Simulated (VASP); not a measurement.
AlN: energy against volume

AlN (zinc blende, F-43m, 10.486 Å³/atom and stress up to 0.13 GPa in the relaxed cell, cube axes along x, y and z) under an equal strain ε along all three axes. PBEsol in VASP (plane waves, PAW), 600 eV, 12×12×12 Γ-centred mesh, Gaussian smearing 0.05 eV; ions are relaxed, or left where forces stay under 0.02 eV/Å, within the symmetry of each cell.

Here V stands for volume and E for E less E0.

```csv
volume (Å³/atom),E less E0 (meV/atom),pressure (GPa)
9.8691,25.58,13.65
10.0209,14.25,9.87
10.1743,6.29,6.33
10.3292,1.60,3.00
10.4857,0.00,-0.13
10.6438,1.38,-3.06
10.8034,5.61,-5.81
10.9647,12.54,-8.39
11.1275,22.11,-10.80
11.4580,?,?
```

Question: Using the third-order Birch-Murnaghan form, a cubic in V^(-2/3), estimate the missing E at V = 11.4580 from the other rows, showing the fit.

Answer: With u = V^(-2/3) - 0.209, the rows have u = 0.008344, 0.006144, 0.003976, 0.001841, -0.000262, -0.002334, -0.004375, -0.006386, -0.008367. Least squares gives E = 0.034 + 220.41·u + 341051·u² - 66344·u³. Residuals (row less fit): 0.001, 0.003, -0.008, 0.005, 0.000, 0.002, 0.007, -0.012, 0.005; standard error 0.008 (degrees of freedom: 5). Its minimum lies at u = -0.000323, so V0 = (0.208677)^(-3/2) = 10.49. There d²E/du² = 682200 and d³E/du³ = -398100, so B0 = (4/9) × 10.49^(-7/3) × 682200 × 0.160218 = 202 GPa (the last factor turns the table's units into GPa), and B0' = 4 + (2/3) × 0.208677 × (-398100)/682200 = 3.9. B0' rests on the cubic coefficient alone and has a standard error of 0.1 from these residuals. At the withheld row, u = -0.012244, so E = 0.034 + 220.41 × (-0.012244) + 341051 × (-0.012244)² - 66344 × (-0.012244)³ = 48.586 meV/atom. The calculation gives 48.56 meV/atom, 0.026 meV/atom below the prediction (0.1 % of the range of E in the table). The row lies outside the fitted rows, so this is an extrapolation. From the scatter of the fitted rows alone, a prediction at this place has a standard error of 0.032 meV/atom, so the miss is 0.8 times that.

Other structures, which can take over under pressure, weren't tried. The same form fitted to the pressure column gives B0' = 3.9; series where the two differ by over 0.4 aren't shown. AlN is here a metastable form; wurtzite is the usual one. Rows are the converged runs of the series near zero and its far end, less any whose ions stayed unrelaxed beside relaxed ones; series whose fitted rows scatter by over a few per cent of the range, as at a crossing or softening among them, aren't shown in this form.
